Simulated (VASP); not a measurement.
Computed with PBE GGA + U (Dudarev), VASP's PBE PAW potentials (set 64) (plane waves; VASP).

Input for VASP

File KPOINTS:
```
Automatic mesh
0
Gamma
7 7 7
0 0 0
```

INCAR:
```
LDAUPRINT  =  1
LDAU  =  .True.
ISMEAR  =  0   # Gaussian
SYSTEM  =  CuI
LORBIT  =  10
GGA  =  PE   # PBE
SIGMA  =  0.05   # width (eV)
LWAVE  =  .False.
LCHARG  =  .False.
PREC  =  Accurate
LREAL  =  .False.   # projection in real space or not
LASPH  =  .True.
LDAUU  =  4.0 0
LMAXMIX  =  4
EDIFF  =  1E-6   # SCF stop (eV)
NELM  =  100   # most electronic steps
ALGO  =  Normal
LDAUJ  =  0 0
LDAUTYPE  =  2   # Dudarev
LDAUL  =  2 -1
ISIF  =  2
ENCUT  =  400   # plane-wave cut-off (eV)
```

**POSCAR**
```
CuI
4.3635560
  0.0000000000   0.7071067725   0.7071067725
  0.7071067725   0.0000000000   0.7071067725
  0.7071067725   0.7071067725   0.0000000000
Cu I
1 1
Cart
  0.0000000000   0.0000000000   0.0000000000
  0.3535533863   0.3535533863   0.3535533863
```

POTCAR, in this order: Cu I (PBE.64 set). Program: vasp_std.

Unless said otherwise, spin-orbit coupling is left out, though it shifts the bands of the heavy elements here.

Question: What does the run give for the energy per atom (σ→0), pressure, band gap (on the k-mesh)?

Answer: 
| Item | Result |
|---|---|
| energy per atom (σ→0) | -2.229 eV/atom |
| band gap (on the k-mesh) | 1.66 eV |
| pressure | -1.22 GPa |

**OSZICAR**
```
...
DAV:   7    -0.445910513229E+01    0.69122E-02   -0.87303E-02   600   0.102E+01    0.131E+00
DAV:   8    -0.445840802282E+01    0.69711E-03   -0.10205E-02   815   0.247E+00    0.134E-01
DAV:   9    -0.445854175098E+01   -0.13373E-03   -0.86368E-04   815   0.531E-01    0.548E-02
DAV:  10    -0.445873947721E+01   -0.19773E-03   -0.21420E-04   562   0.163E-01    0.319E-02
DAV:  11    -0.445874079460E+01   -0.13174E-05   -0.23548E-05   670   0.680E-02    0.178E-02
DAV:  12    -0.445874371692E+01   -0.29223E-05   -0.96146E-06   556   0.544E-02    0.321E-03
DAV:  13    -0.445874395637E+01   -0.23945E-06   -0.39346E-07   495   0.120E-02
   1 F= -.44587440E+01 E0= -.44587440E+01  d E =-.185389E-10
```

The compound is CuI in the zinc blende structure. The cell was not relaxed at this level. The run is one of a series of settings (LDAU = .TRUE., LDAUJ = 0 0, LDAUL = 2 -1, LDAUTYPE = 2, LDAUU = 4.0 0 against the base run), some of them coarse on purpose.
